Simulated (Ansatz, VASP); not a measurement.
# BP: VASP beside Ansatz, part 3 of 3

Aim: how closely do two programs agree when they are given the same cell, functional and k mesh? The cell is taken from a series of runs on this material, whose earlier steps may have relaxed, scaled, displaced or heated it; both programs get it as it stands.

VASP 6.6.1 and Ansatz 0.2.0.

So far: The structure; Ansatz: zone-centre phonons, LDA, pair 1; VASP: zone-centre phonons, LDA, pair 1; Differences.

### Step 5. VASP: zone-centre phonons, LDA, pair 2

Level of this step: LDA; plane waves and PAW (B, P) (VASP).

Second derivatives magnify differences that forces hide, and they need a tight electronic threshold. The cell compared in this pair holds 20.83 Å³, against 20.37 Å³ for the pair before.

Input file INCAR:

```
SYSTEM = BP
PREC = Accurate
ENCUT = 500
EDIFF = 1E-08
NELM = 120
ISMEAR = 0
SIGMA = 0.01
LREAL = .FALSE.
ALGO = Normal
GGA = PW92
NBANDS = 10
LORBIT = 11
LWAVE = .FALSE.
LCHARG = .FALSE.
ISIF = 2
IBRION = 8
LEPSILON = .TRUE.
LASPH = .TRUE.
GGA_COMPAT = .FALSE.
EFERMI = MIDGAP
KPAR = 2
```

Input file POSCAR:

```
BP
1.0
    0.0000000000      2.1837451364      2.1837451364
    2.1837451364      0.0000000000      2.1837451364
    2.1837451364      2.1837451364      0.0000000000
B P
1 1
Direct
    0.0000000000      0.0000000000      0.0000000000
    0.7500000000      0.7500000000      0.7500000000
```

Input file KPOINTS:

```
Automatic mesh
0
Gamma
12 12 12
0 0 0
```

Potentials, in the order of the species: B and P (LDA family, release 64).

Command:

```sh
> mpirun -np 2 vasp_std
```

Numbers of over 12 decimals in the logs are rounded to 6 here.

What it wrote:

```text
[banner, memory and clock lines left out]
running    2 mpi-ranks, on    1 nodes
[...]
[... a notice as in an earlier step ...]

 LDA part: xc-table for (Slater(with rela. corr.)+PW92), standard interpolation
 POSCAR, INCAR and KPOINTS ok, starting setup
[...]
entering main loop
       N       E                     dE             d eps       ncg     rms          rms(c)
DAV:   1     0.670780218867E+01    0.67078E+01   -0.39887E+03  1456   0.700E+02
DAV:   2    -0.149954508651E+02   -0.21703E+02   -0.20867E+02  2022   0.115E+02
DAV:   3    -0.154336611330E+02   -0.43821E+00   -0.43753E+00  1772   0.152E+01
DAV:   4    -0.154351748954E+02   -0.15138E-02   -0.15136E-02  1762   0.104E+00
[...]
DAV:  11    -0.143166275395E+02   -0.14932E-05   -0.67223E-06  1712   0.142E-02    0.419E-02
DAV:  12    -0.143166273266E+02    0.21295E-06   -0.15589E-06  1614   0.601E-03    0.120E-02
DAV:  13    -0.143166273319E+02   -0.53168E-08   -0.43557E-08  1708   0.147E-03
   1 F= -.14316627E+02 E0= -.14316627E+02  d E =0.000000E+00
[...]
RMM:  11    -0.454683235838E-01    0.84775E-08   -0.75912E-08  8636   0.215E-06    0.193E-07
 first order change of Fermi-energy   0.27246E+01
 force on displaced ion       1 direction 1 : -23.325  -0.000  -0.000
 Born effective charge ion    1 direction 1 :  -0.898   0.000   0.000
 Linear response progress:
  Degree of freedom:   2/  2
       N       E                     dE             d eps       ncg     rms          rms(c)
RMM:   1    -0.437452091899E-01   -0.43745E-01   -0.55835E-03 12956   0.143E+00
RMM:   2    -0.406811923784E-01    0.30640E-02   -0.14744E-03  8684   0.221E-01    0.160E-01
RMM:   3    -0.406838676858E-01   -0.26753E-05   -0.64884E-05  9176   0.402E-02    0.906E-02
RMM:   4    -0.410269784164E-01   -0.34311E-03   -0.29712E-05  9063   0.401E-02    0.889E-03
[...]
RMM:  11    -0.409895849711E-01    0.58511E-08    0.22556E-07  8575   0.231E-06    0.266E-07
RMM:  12    -0.409895864383E-01   -0.14672E-08    0.21281E-07  4654   0.112E-06    0.110E-07
RMM:  13    -0.409895867921E-01   -0.35380E-09    0.21328E-07  3259   0.110E-06    0.453E-09
 first order change of Fermi-energy  -0.27244E+01
 force on displaced ion       2 direction 1 : -23.321  -0.000  -0.000
 Born effective charge ion    2 direction 1 :   0.894   0.000   0.000
 Born effective charges drift removed
 Linear response finished
```

Parts of OUTCAR (step 5):

```text
  Total        2.1686793      2.1686793      2.1686793      0.0000000      0.0000000      0.0000000
  in kB      166.8284352    166.8284352    166.8284352      0.0000000      0.0000000      0.0000000
  external PRESSURE =     166.8284352 kB  Pullay stress =       0.0000000 kB

 POSITION                                       TOTAL-FORCE (eV/Angst)
 -----------------------------------------------------------------------------------
      0.00000      0.00000      0.00000         0.000000      0.000000      0.000000
      3.27562      3.27562      3.27562        -0.000000     -0.000000     -0.000000
 -----------------------------------------------------------------------------------
    total drift:                               -0.000000     -0.000000     -0.000000

 MACROSCOPIC STATIC DIELECTRIC TENSOR (including local field effects in DFT)
 ------------------------------------------------------
           9.198739    -0.000000    -0.000000
           0.000000     9.198739     0.000000
          -0.000000     0.000000     9.198739
 ------------------------------------------------------

 MACROSCOPIC STATIC DIELECTRIC TENSOR IONIC CONTRIBUTION
 ------------------------------------------------------
           0.298135    -0.000000    -0.000000
          -0.000000     0.298135     0.000000
          -0.000000     0.000000     0.298135
 ------------------------------------------------------

[... 1 part as in an earlier step ...]

[... 1 further part left out ...]
```

### Step 6. Ansatz: zone-centre phonons, LDA, pair 2

The same cell, functional (in two slightly different forms) and mesh now go to Ansatz, which takes its cutoff from its data sets.

The cell is taken from a series of runs on this material, whose earlier steps may have relaxed, scaled, displaced or heated it; both programs get it as it stands.

Input file input.yaml:

```yaml
crystal:
  lattice:
    - [0.0, 2.1837451364, 2.1837451364]
    - [2.1837451364, 0.0, 2.1837451364]
    - [2.1837451364, 2.1837451364, 0.0]
  atoms:
    - { symbol: B, position: [0.0, 0.0, 0.0] }
    - { symbol: P, position: [0.75, 0.75, 0.75] }
kpoints:
  mp_grid: { grid: [12, 12, 12] }
hamiltonian:
  xc: lda
  pseudopotentials: { kind: paw, azcp: { folder: soft_1 }, xc_functional: pbe }
scf:
  occupations: { method: fixed }
output:
  eigenvalues: true
phonons:
  method: dfpt
  dielectric: true
  rigid_motions: translations
```

Command:

```sh
> ansatz run input.yaml --threads 4 --pin off --max-ram 10240MiB --backend cpu --events-out ev --progress --plain --runs-dir out
```

What it wrote:

```text
[...]
Crystal: 2 atoms, lattice volume = 20.827 Å³
Basis set: ecut = 420 eV, 411 PW (Γ), exchange–correlation on 48×48×48 points (8 copies of the dense FFT grid, shifted against one another)
Bands: 8, of which v1, the nominal top of the filled ones, is band 4 counted from 1 (3 counted from 0)
Symmetry: 24 space group operations
k-points: 280 of 1728 (irreducible under 4 space group operations, time reversal used)
[...]
optical modes at Γ + LO–TO along q̂ = [1.0000, 0.0000, 0.0000]:
      ω (cm⁻¹)  modes    IR ((D/Å)²/amu)
[...]
optical modes at Γ + LO–TO along q̂ = [0.0000, 1.0000, 0.0000]:
      ω (cm⁻¹)  modes    IR ((D/Å)²/amu)
        892.15      2             4.8191
        907.10      1             2.4095
  optical modes at Γ + LO–TO along q̂ = [0.0000, 0.0000, 1.0000]:
      ω (cm⁻¹)  modes    IR ((D/Å)²/amu)
        892.15      2             4.8191
        907.10      1             2.4095
[key lines of the parts left out:]
SCF converged after 7 iterations
Free energy (F): -876.546823 eV
Fermi energy:    10.653912 eV
```

### Step 7. Differences

The two programs side by side:

```csv
quantity,Ansatz,VASP,difference
ε∞ xx,9.17,9.20,-0.31 %
ε∞ yy,9.17,9.20,-0.31 %
ε∞ zz,9.17,9.20,-0.31 %
Born charge of B1 (mean of the diagonal) (e),-0.91,-0.89,-0.02
Born charge of P2 (mean of the diagonal) (e),0.91,0.89,+0.02
optical mode 1 to 3 (cm⁻¹),892.1,889.6,+0.28 %
```

Modes are paired by rising frequency, not by their patterns, so a pair may set unlike modes beside each other; they are those without the splitting of longitudinal modes.

### Step 8. Ansatz: zone-centre phonons, LDA, pair 3

Second derivatives magnify differences that forces hide, and they need a tight electronic threshold. The cell compared in this pair holds 21.28 Å³, against 20.83 Å³ for the pair before.

The cell is taken from a series of runs on this material, whose earlier steps may have relaxed, scaled, displaced or heated it; both programs get it as it stands.

input.yaml, the sections that differ from step 6:

```yaml
crystal:
  lattice:
    - [0.0, 2.1994560733, 2.1994560733]
    - [2.1994560733, 0.0, 2.1994560733]
    - [2.1994560733, 2.1994560733, 0.0]
  atoms:
    - { symbol: B, position: [0.0, 0.0, 0.0] }
    - { symbol: P, position: [0.75, 0.75, 0.75] }
# kpoints, hamiltonian, scf, output, phonons: as in step 6
```

What it wrote:

```text
[...]
Crystal: 2 atoms, lattice volume = 21.280 Å³
Basis set: ecut = 420 eV, 411 PW (Γ), exchange–correlation on 48×48×48 points (8 copies of the dense FFT grid, shifted against one another)
Bands: 8, of which v1, the nominal top of the filled ones, is band 4 counted from 1 (3 counted from 0)
Symmetry: 24 space group operations
k-points: 280 of 1728 (irreducible under 4 space group operations, time reversal used)
[...]
optical modes at Γ + LO–TO along q̂ = [1.0000, 0.0000, 0.0000]:
      ω (cm⁻¹)  modes    IR ((D/Å)²/amu)
[...]
optical modes at Γ + LO–TO along q̂ = [0.0000, 1.0000, 0.0000]:
      ω (cm⁻¹)  modes    IR ((D/Å)²/amu)
        873.35      2             4.0958
        886.07      1             2.0479
  optical modes at Γ + LO–TO along q̂ = [0.0000, 0.0000, 1.0000]:
      ω (cm⁻¹)  modes    IR ((D/Å)²/amu)
        873.35      2             4.0958
        886.07      1             2.0479
[key lines of the parts left out:]
SCF converged after 7 iterations
Free energy (F): -876.588132 eV
Fermi energy:    10.341157 eV
```

### Step 9. VASP: zone-centre phonons, LDA, pair 3

The same cell, functional (in two slightly different forms) and mesh now go to VASP, with its own data sets.

INCAR is that of step 5.

Input file POSCAR:

```
BP
1.0
    0.0000000000      2.1994560733      2.1994560733
    2.1994560733      0.0000000000      2.1994560733
    2.1994560733      2.1994560733      0.0000000000
B P
1 1
Direct
    0.0000000000      0.0000000000      0.0000000000
    0.7500000000      0.7500000000      0.7500000000
```

KPOINTS is that of step 5.

Command:

```sh
> mpirun -np 2 vasp_std
```

What it wrote:

```text
[... set-up lines as in an earlier step ...]
 entering main loop
       N       E                     dE             d eps       ncg     rms          rms(c)
DAV:   1     0.776346234981E+01    0.77635E+01   -0.39677E+03  1440   0.703E+02
DAV:   2    -0.148855720588E+02   -0.22649E+02   -0.21690E+02  2050   0.114E+02
DAV:   3    -0.154145919294E+02   -0.52902E+00   -0.52803E+00  1742   0.162E+01
DAV:   4    -0.154165436322E+02   -0.19517E-02   -0.19514E-02  1714   0.112E+00
[...]
DAV:  11    -0.143569796345E+02   -0.15975E-05   -0.66961E-06  1728   0.141E-02    0.409E-02
DAV:  12    -0.143569793933E+02    0.24122E-06   -0.16710E-06  1648   0.613E-03    0.112E-02
DAV:  13    -0.143569793995E+02   -0.61292E-08   -0.49386E-08  1700   0.154E-03
   1 F= -.14356979E+02 E0= -.14356979E+02  d E =0.000000E+00
 Linear response reoptimize wavefunctions to high precision
DAV:   1    -0.143569793953E+02    0.41942E-08   -0.17410E-08  1604   0.612E-04
DAV:   2    -0.143569793953E+02   -0.20918E-10   -0.28918E-10   814   0.143E-04
 Linear response G [H, r] |phi>, progress :
  Direction:   1
[...]
RMM:  12    -0.448488377095E-01   -0.68077E-10    0.52719E-07  5542   0.114E-05    0.594E-08
 first order change of Fermi-energy   0.26998E+01
 force on displaced ion       1 direction 1 : -22.354   0.000   0.000
 Born effective charge ion    1 direction 1 :  -0.827   0.000   0.000
 Linear response progress:
  Degree of freedom:   2/  2
       N       E                     dE             d eps       ncg     rms          rms(c)
RMM:   1    -0.438167508103E-01   -0.43817E-01   -0.44053E-03 12941   0.143E+00
RMM:   2    -0.407693947784E-01    0.30474E-02   -0.14962E-03  8685   0.221E-01    0.158E-01
RMM:   3    -0.407620775344E-01    0.73172E-05   -0.69737E-05  9194   0.393E-02    0.893E-02
RMM:   4    -0.410896812745E-01   -0.32760E-03   -0.37932E-05  9103   0.389E-02    0.861E-03
[...]
RMM:  11    -0.410514263333E-01    0.11075E-07   -0.35613E-07  8620   0.896E-06    0.264E-07
RMM:  12    -0.410514261415E-01    0.19177E-09   -0.35028E-07  4759   0.777E-06    0.109E-07
RMM:  13    -0.410514268212E-01   -0.67970E-09   -0.35528E-07  3338   0.775E-06    0.649E-09
 first order change of Fermi-energy  -0.26995E+01
 force on displaced ion       2 direction 1 : -22.352  -0.000  -0.000
 Born effective charge ion    2 direction 1 :   0.823   0.000   0.000
 Born effective charges drift removed
 Linear response finished
```

Parts of OUTCAR (step 9):

```text
  Total        1.5682143      1.5682143      1.5682143     -0.0000000      0.0000000     -0.0000000
  in kB      118.0701507    118.0701507    118.0701507     -0.0000000      0.0000000     -0.0000000
  external PRESSURE =     118.0701507 kB  Pullay stress =       0.0000000 kB

 POSITION                                       TOTAL-FORCE (eV/Angst)
 -----------------------------------------------------------------------------------
      0.00000      0.00000      0.00000        -0.000000     -0.000000     -0.000000
      3.29918      3.29918      3.29918         0.000000      0.000000      0.000000
 -----------------------------------------------------------------------------------
    total drift:                               -0.000000     -0.000000     -0.000000

 MACROSCOPIC STATIC DIELECTRIC TENSOR (including local field effects in DFT)
 ------------------------------------------------------
           9.197822     0.000000    -0.000000
           0.000000     9.197822     0.000000
          -0.000000    -0.000000     9.197822
 ------------------------------------------------------

 MACROSCOPIC STATIC DIELECTRIC TENSOR IONIC CONTRIBUTION
 ------------------------------------------------------
           0.257988     0.000000     0.000000
           0.000000     0.257988    -0.000000
           0.000000     0.000000     0.257988
 ------------------------------------------------------

[... 1 part as in an earlier step ...]

[... 1 further part left out ...]
```

### Step 10. Side by side

Compared:

```csv
quantity,Ansatz,VASP,difference
ε∞ xx,9.17,9.20,-0.30 %
ε∞ yy,9.17,9.20,-0.30 %
ε∞ zz,9.17,9.20,-0.30 %
Born charge of B1 (mean of the diagonal) (e),-0.84,-0.82,-0.02
Born charge of P2 (mean of the diagonal) (e),0.84,0.82,+0.02
optical mode 1 to 3 (cm⁻¹),873.4,870.9,+0.28 %
```

Modes are paired by rising frequency, not by their patterns, so a pair may set unlike modes beside each other; they are those without the splitting of longitudinal modes.

### Step 11. What came out

```yaml
r_m_s_difference_of_the_optical_zone_centre_modes_each_program_s_sorted_by_frequency_zone_centre_phonons_lda_pair_1: 2.6 cm⁻¹
r_m_s_difference_of_the_optical_zone_centre_modes_each_program_s_sorted_by_frequency_zone_centre_phonons_lda_pair_2: 2.5 cm⁻¹
r_m_s_difference_of_the_optical_zone_centre_modes_each_program_s_sorted_by_frequency_zone_centre_phonons_lda_pair_3: 2.4 cm⁻¹
```

The r.m.s. difference of the optical zone-centre modes, each program's sorted by frequency is 2.6 cm⁻¹ (zone-centre phonons, LDA, pair 1). 3 further runs of this series are not shown here. How closely two codes agree says nothing of how well the functional describes the real material.

[Lines on the potential files, build, host, timing and source positions are cut from VASP's logs without a mark.]

[Logs are printed without paths, hosts, clocks, repeated set-up lines and the standing remarks that a program may print on its own settings, such as how far it seeks lower states.]

[Hosts, paths, dates, database ids (printed as entryN), source tags and the programs' standing remarks are cut or masked in the printed files.]
